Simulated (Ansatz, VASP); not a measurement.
## Rb2NbF6: VASP beside Ansatz

INCAR

```
SYSTEM = Rb2NbF6
ALGO     = Normal         ! electronic algorithm
EDIFF    = 1E-6           ! SCF threshold, eV
ENCUT    = 520            ! plane-wave cutoff, eV
GGA      = CA             ! functional
ISIF     = 2              ! what is computed and relaxed
ISMEAR   = 0              ! smearing method
ISPIN    = 2              ! spin polarisation
LASPH    = .TRUE.         ! aspherical terms in the spheres
LCHARG   = .FALSE.        ! write CHGCAR
LMAXMIX  = 4              ! l up to which the mixer works
LORBIT   = 11             ! projections on sites
LREAL    = .FALSE.        ! projectors in reciprocal space
LWAVE    = .FALSE.        ! write WAVECAR
MAGMOM   = 0 0 0.45 0.02 0.02 0.02 0.02 0.02 0.02 ! initial moments
NBANDS   = 50             ! bands
NELM     = 150            ! most SCF steps
PREC     = Accurate       ! precision mode
SIGMA    = 0.05           ! smearing width, eV
```

The input KPOINTS:

```
k-points
0
G
  4 4 4
  0 0 0
```

Contents of POSCAR:

```
Rb2NbF6
1.0
    6.0708988700      0.0000000000      0.0000000000
   -3.0354494400      5.2575526500      0.0000000000
    0.0000000000      0.0000000000      4.8006003500
Rb Nb F
2 1 6
Direct
    0.3333333333      0.6666666667      0.6690000000
    0.6666666667      0.3333333333      0.3310000000
    0.0000000000      0.0000000000      0.0000000000
    0.1560000000      0.8440000000      0.2020000000
    0.1560000000      0.3120000000      0.2020000000
    0.6880000000      0.8440000000      0.2020000000
    0.8440000000      0.1560000000      0.7980000000
    0.3120000000      0.1560000000      0.7980000000
    0.8440000000      0.6880000000      0.7980000000
```

Input for Ansatz:

```yaml
crystal:
  lattice:
    - [6.07089887, 0.0, 0.0]
    - [-3.03544944, 5.25755265, 0.0]
    - [0.0, 0.0, 4.80060035]
  atoms:
    - { symbol: Rb, position: [0.3333333333, 0.6666666667, 0.669] }
    - { symbol: Rb, position: [0.6666666667, 0.3333333333, 0.331] }
    - { symbol: Nb, position: [0.0, 0.0, 0.0], spin: 1.0 }
    - { symbol: F, position: [0.156, 0.844, 0.202] }
    - { symbol: F, position: [0.156, 0.312, 0.202] }
    - { symbol: F, position: [0.688, 0.844, 0.202] }
    - { symbol: F, position: [0.844, 0.156, 0.798] }
    - { symbol: F, position: [0.312, 0.156, 0.798] }
    - { symbol: F, position: [0.844, 0.688, 0.798] }
basis:
  ecutwfc: 420
  ecutrho_ratio: 4
kpoints:
  mp_grid: { grid: [4, 4, 4] }
hamiltonian:
  xc: lda
  hubbard:
    sites:
      - { site: 2, l: d, u_eff: 0.0, starting_ns: [{ spin: up, occupation_matrix: s2up }, { spin: down, occupation_matrix: s2down }] }
    occupation_matrices:
      s2up:
        matrix:
          - [0.15633, 0.15069, 0.1184, -0.20809, -0.1758]
          - [0.15069, 0.18655, 0.13086, -0.22999, -0.19431]
          - [0.1184, 0.13086, 0.12282, -0.18071, -0.15267]
          - [-0.20809, -0.22999, -0.18071, 0.33761, 0.26833]
          - [-0.1758, -0.19431, -0.15267, 0.26833, 0.24669]
      s2down:
        matrix:
          - [0.02, 0.0, 0.0, 0.0, 0.0]
          - [0.0, 0.02, 0.0, 0.0, 0.0]
          - [0.0, 0.0, 0.02, 0.0, 0.0]
          - [0.0, 0.0, 0.0, 0.02, 0.0]
          - [0.0, 0.0, 0.0, 0.0, 0.02]
    ns_hold: { iters: 12 }
scf:
  occupations: { method: gaussian, width: 0.05 }
  lower_state_search: "off"
  max_iter: 150
output:
  forces: true
  stress: true
  eigenvalues: true
  populations: true
  hubbard: { sites: [{ site: 2, l: d }] }
magnetization:
  spin_polarized: true
```

Alike in both runs: task single point; functional LDA; k mesh 4 × 4 × 4; occupations gaussian, width 0.05 eV; collinear spin.

```csv
,VASP,Ansatz
version,VASP 6.6.1,Ansatz 0.2.0
potentials or method,"VASP PAW LDA potentials, release 64 (Rb_sv, Nb_sv, F)","scalar-relativistic, plane waves, PAW"
plane-wave cutoff (eV),520,420
valence electrons in the cell,73,73
```

Ansatz gave:

- gap on the k mesh at the Fermi level (eV): none
- pressure (GPa): 4.0
- largest component of the traceless stress (GPa): 1.66
- rms of the force components (eV/Å): 0.877
- net moment per atom (μB): 0.11
- size of the moment on the site where the two differ most (μB): 0.41

Problem. Estimate VASP's values.

Solution. gap on the k mesh at the Fermi level (eV): none; pressure (GPa): 4.1; largest component of the traceless stress (GPa): 1.69; rms of the force components (eV/Å): 0.910; net moment per atom (μB): 0.11; size of the moment on the site where the two differ most (μB): 0.72.

Site moments also hang on the region over which each program counts them. Atom by atom the forces differ by 0.033 eV/Å (rms over components). A gap of «none» marks a metal or a gap that the smearing closes. Ansatz warned: «specified_occupation_not_kept».

Caveats: forces of over 1 eV/Å show positions far from the minimum, so gaps and moduli don't describe the material at rest.
